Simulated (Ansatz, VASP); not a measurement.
# Ni (Ni wire along [110], 14 atoms a period) in two plane-wave programs

Aim: how closely do two programs agree when they are given the same cell, functional and k mesh? The cell is taken from a series of runs on this material, whose earlier steps may have relaxed, scaled, displaced or heated it; both programs get it as it stands.

Calculated with Ansatz 0.2.0; plane waves, with VASP 6.6.1 beside it; PBE.

### 1. Starting point

The cell holds 14 atoms: 14 Ni. Cell: a = 13.840 Å, b = 14.267 Å, c = 2.667 Å, α = 90.0°, β = 90.0°, γ = 90.0°. Vacuum lies along a and b. The structure's axis is c.

### 2. Ansatz: relaxation of the atoms, PBE

Ansatz runs on its default PAW (the set named soft_2) files.

A relaxation sums small force errors into a geometry.

Input file input.yaml:

```yaml
crystal:
  lattice:
    - [13.84, 0.0, 0.0]
    - [0.0, 14.267, 0.0]
    - [0.0, 0.0, 2.6672112771]
  atoms:
    - { symbol: Ni, position: [0.371697373, 0.674031983, 0.0], spin: 0.73 }
    - { symbol: Ni, position: [0.372513924, 0.5, 0.0], spin: 0.74 }
    - { symbol: Ni, position: [0.628302627, 0.674031983, 0.0], spin: 0.73 }
    - { symbol: Ni, position: [0.627486076, 0.5, 0.0], spin: 0.74 }
    - { symbol: Ni, position: [0.25051259, 0.414085396, 0.5], spin: 0.75 }
    - { symbol: Ni, position: [0.25051259, 0.585914604, 0.5], spin: 0.75 }
    - { symbol: Ni, position: [0.5, 0.246526142, 0.5], spin: 0.74 }
    - { symbol: Ni, position: [0.5, 0.413587128, 0.5], spin: 0.73 }
    - { symbol: Ni, position: [0.5, 0.586412872, 0.5], spin: 0.73 }
    - { symbol: Ni, position: [0.5, 0.753473858, 0.5], spin: 0.74 }
    - { symbol: Ni, position: [0.74948741, 0.414085396, 0.5], spin: 0.75 }
    - { symbol: Ni, position: [0.74948741, 0.585914604, 0.5], spin: 0.75 }
    - { symbol: Ni, position: [0.371697373, 0.325968017, 0.0], spin: 0.73 }
    - { symbol: Ni, position: [0.628302627, 0.325968017, 0.0], spin: 0.73 }
magnetization:
  spin_polarized: true
kpoints:
  mp_grid: { grid: [1, 1, 23] }
  band_path: { path: ["Γ", Z], npoints: 50 }
scf:
  occupations: { method: fermi_dirac, width: 0.05 }
hamiltonian:
  xc: pbe
relax:
  max_steps: 40
  f_tol: 0.02
output:
  stress: true
```

Launch:

```
ansatz run input.yaml --threads 4 --pin off --max-ram 16384MiB --backend cpu --events-out ev --progress --plain --runs-dir out
```

Numbers of over 12 decimals in the logs are rounded to 6 here.

Output:

```text
Warning: output.stress: scf.convergence.dr2_threshold = 1e-7 eV (the SCF's general default) is looser than the 1.4e-9 eV advised for a printed stress (1e-10 eV for each atom of the cell: 14). What an SCF threshold leaves in a stress goes as its square root, and in the free energy as the threshold itself, and one threshold admits the most on a small cell: [figures from the program's tests cut] Every solve of this run  [...]
Engine: ansatz 0.2.0, aarch64-unknown-linux-gnu
Pseudopotentials: kind: paw
Pseudopotential: Ni, paw, valence charge 18, recommended cutoff 420 eV (normal), Ni.paw.azcp
Functional definition: PBE
  parameter kappa = 0.804
  parameter beta = 0.066725
  exchange = pbe_x(kappa = kappa, mu = beta*pi^2/3)
  correlation = pbe_c(beta = beta)
Crystal: 14 atoms, lattice volume = 526.655 Å³
Basis set: ecut = 420 eV, 10389 PW (Γ), exchange–correlation on 192×192×36 points (8 copies of the dense FFT grid, shifted against one another)
Bands: 158, of which v1, the nominal top of the filled ones, is band 126 counted from 1 (125 counted from 0)
Symmetry: 8 space group operations
Space group: Pmmm (ITA 47), of the structure as read, at distance tolerance 8.1e-5 Å
Magnetic group: BNS 47.249 (UNI 347), of the structure as read, at distance tolerance 8.1e-5 Å
k-points: 12 of 23
Non-local potential: Ni, projectors of the file, l = 0: 3, l = 1: 2, l = 2: 3, l = 3: 1
PAW form: soft (Blöchl's): semilocal exchange-correlation on the pseudo side does not see the compensation charge
PAW one-centre angular grid: Ni, 590 points (default); XC on 64 Gauss nodes
Initial density: superposition of atomic densities (neutral atoms: chi_scale 0, normalization atom)
Starting moments: Σ|m| = 10.34 μB on 14 of 14 sites
Initial wavefunctions: pseudopotential atomic-orbital guess
Functional: x = pbe(κ = 0.804, μ = 0.219515), c = pbe(β = 0.066725)
SCF iter   1: F=—  HF=-81730.777184 eV  |F-HF|=—  |Δ(HF+E_count)|=         —  Δρ=2.37e-2 (↑2.37e-2 ↓1.83e-2)  dr2=2.04e1  dr2_m=1.10e0  M=11.232 μB ∫|m|=11.746 μB  β_m=0.30  ethr=3.10e-3  ⟨swp⟩=8.0  Hψ=16939  notcnv=0  defer=154
Mixer restart at iter 1: flushing history
preconditioner: auto → LDOS  [metal: Δε(μ)=0.003 eV  Ē_g=6.157 eV  σ=0.050 eV  W_gap=0.01  n_scr=102 (ndim 8)  ℏωp=19.1 eV  f_vac=0.586  D(μ)=37.23/eV (n_scr^D=428)]
spin=Collinear: LDOS preconditioning applied to the charge; magnetization (m = ρ↑ − ρ↓) channel mixes plain (no charge-response kernel on spin).
SCF iter   2: F=—  HF=-81734.295356 eV  |F-HF|=—  |Δ(HF+E_count)|=    3.52e0  Δρ=2.22e-2 (↑2.22e-2 ↓9.32e-3)  dr2=4.90e0  dr2_m=6.01e-1  M=11.116 μB ∫|m|=11.868 μB  β_m=0.39  ethr=3.10e-3  ⟨swp⟩=2.1  Hψ=6247  notcnv=0  defer=384
SCF iter   3: F=—  HF=-81741.612000 eV  |F-HF|=—  |Δ(HF+E_count)|=    7.32e0  Δρ=8.80e-3 (↑6.22e-3 ↓8.80e-3)  dr2=3.82e-1  dr2_m=2.06e-1  M=11.080 μB ∫|m|=12.138 μB  β_m=0.43  ethr=1.94e-3  ⟨swp⟩=2.9  Hψ=5983  notcnv=0  defer=384
SCF iter   4: F=—  HF=-81744.005068 eV  |F-HF|=—  |Δ(HF+E_count)|=    2.39e0  Δρ=6.72e-3 (↑6.72e-3 ↓3.88e-3)  dr2=3.75e-1  dr2_m=3.31e-2  M=10.831 μB ∫|m|=12.085 μB  β_m=0.66  ethr=1.51e-4  ⟨swp⟩=2.7  Hψ=6252  notcnv=0  defer=398
SCF iter   5: F=—  HF=-81745.265548 eV  |F-HF|=—  |Δ(HF+E_count)|=    1.26e0  Δρ=2.94e-3 (↑2.53e-3 ↓2.94e-3)  dr2=9.71e-2  dr2_m=7.80e-3  M=10.580 μB ∫|m|=12.047 μB  β_m=0.63  ethr=1.49e-4  ⟨swp⟩=3.4  Hψ=7249  notcnv=0  defer=407
SCF iter   6: F=—  HF=-81745.263267 eV  |F-HF|=—  |Δ(HF+E_count)|=         —  Δρ=3.40e-3 (↑7.58e-4 ↓3.40e-3)  dr2=4.59e-2  dr2_m=1.75e-2  M=10.394 μB ∫|m|=11.839 μB  β_m=0.63  ethr=3.86e-5  ⟨swp⟩=2.0  Hψ=6055  notcnv=0  defer=419
SCF iter   7: F=—  HF=-81745.261647 eV  |F-HF|=—  |Δ(HF+E_count)|=   1.62e-3  Δρ=1.49e-3 (↑6.58e-4 ↓1.49e-3)  dr2=1.08e-2  dr2_m=3.01e-3  M=10.410 μB ∫|m|=11.842 μB  β_m=0.79  ethr=1.82e-5  ⟨swp⟩=2.0  Hψ=4960  notcnv=0  defer=419
SCF iter   8: F=—  HF=-81745.268468 eV  |F-HF|=—  |Δ(HF+E_count)|=   6.82e-3  Δρ=9.85e-4 (↑4.51e-4 ↓9.85e-4)  dr2=7.14e-3  dr2_m=4.86e-4  M=10.379 μB ∫|m|=11.811 μB  β_m=0.69  ethr=4.30e-6  ⟨swp⟩=2.0  Hψ=6681  notcnv=0  defer=419
[...]
E_vpaw       = -7421.736011  (= ΣTr[D̂ρ^β])
  E_aug_tail   = 0.007887  (compensation charges beyond the density's cutoff)
  E_ewald      = 61780.019847
  E_smearing   = -0.229435  (= −TS)
  E_closure    = 0.000000  (closes the sum)
  Σ components = -81745.614530   (vs F -81745.614530, Δ=0.00e0)
--- Forces (eV/Å), atoms counted from 1 ---
  atom   1  Ni    -0.00064443     0.00023863     0.00000000
  atom   2  Ni    -0.00202811     0.00000000     0.00000000
  atom   3  Ni     0.00064443     0.00023863     0.00000000
  atom   4  Ni     0.00202811     0.00000000     0.00000000
  atom   5  Ni     0.00081649    -0.00024730     0.00000000
  atom   6  Ni     0.00081649     0.00024730     0.00000000
  atom   7  Ni     0.00000000     0.00235865     0.00000000
  atom   8  Ni     0.00000000    -0.00094881     0.00000000
  atom   9  Ni     0.00000000     0.00094881     0.00000000
  atom  10  Ni     0.00000000    -0.00235865     0.00000000
  atom  11  Ni    -0.00081649    -0.00024730     0.00000000
  atom  12  Ni    -0.00081649     0.00024730     0.00000000
  atom  13  Ni    -0.00064443    -0.00023863     0.00000000
  atom  14  Ni     0.00064443    -0.00023863     0.00000000
  max |Σ_I F_I| component: 4.34e-19 eV/Å
--- Stress (GPa, compression-positive) ---
       -0.017531       0.000000       0.000000
        0.000000      -0.029379       0.000000
        0.000000       0.000000      -4.789777
  P = ⅓ Tr σ = -1.6122 GPa (-16.122 kbar)
--- Band table (eV; the first three rows and the last of 24) ---
  k-point 0 ↑: bands = [... 122 lower, 1.2327, 1.2478, 1.3892, 1.4195, 1.4671, 1.4871, 1.4913, 1.5048, ... 28 higher]
  k-point 1 ↑: bands = [... 122 lower, 1.2329, 1.2657, 1.3753, 1.3757, 1.4378, 1.4521, 1.4603, 1.4724, ... 28 higher]
  k-point 2 ↑: bands = [... 122 lower, 1.2128, 1.3133, 1.3191, 1.3430, 1.3907, 1.4016, 1.4288, 1.4341, ... 28 higher]
  k-point 11 ↓: bands = [... 122 lower, 2.2288, 2.2977, 2.3378, 2.3813, 2.8687, 3.0534, 3.1164, 3.4137, ... 28 higher]
--- Relaxed structure (7 steps of the walk, 7 accepted, 0 SCFs on fresh bases) ---
  F+E_penalty+E_count = -81745.61452965 eV   max|allowed force component| = 2.359e-3 eV/Å
  atoms:
    - { symbol: Ni, position: [0.380285, 0.674824, 0.0] }
    - { symbol: Ni, position: [0.380531, 0.500000, 0.0] }
    - { symbol: Ni, position: [0.619715, 0.674824, 0.0] }
    - { symbol: Ni, position: [0.619469, 0.500000, 0.0] }
    - { symbol: Ni, position: [0.267792, 0.413780, 0.500000] }
    - { symbol: Ni, position: [0.267792, 0.586220, 0.500000] }
    - { symbol: Ni, position: [0.500000, 0.244504, 0.500000] }
    - { symbol: Ni, position: [0.500000, 0.412994, 0.500000] }
    - { symbol: Ni, position: [0.500000, 0.587006, 0.500000] }
    - { symbol: Ni, position: [0.500000, 0.755496, 0.500000] }
    - { symbol: Ni, position: [0.732208, 0.413780, 0.500000] }
    - { symbol: Ni, position: [0.732208, 0.586220, 0.500000] }
    - { symbol: Ni, position: [0.380285, 0.325176, 0.0] }
    - { symbol: Ni, position: [0.619715, 0.325176, 0.0] }
```

[end of part 1 of 2]

[Lines on the potential files, build, host, timing and source positions are cut from VASP's logs without a mark.]

[Logs are printed without paths, hosts, clocks, repeated set-up lines and the standing remarks that a program may print on its own settings, such as how far it seeks lower states.]

[Hosts, paths, dates, database ids (printed as entryN), source tags and the programs' standing remarks are cut or masked in the printed files.]
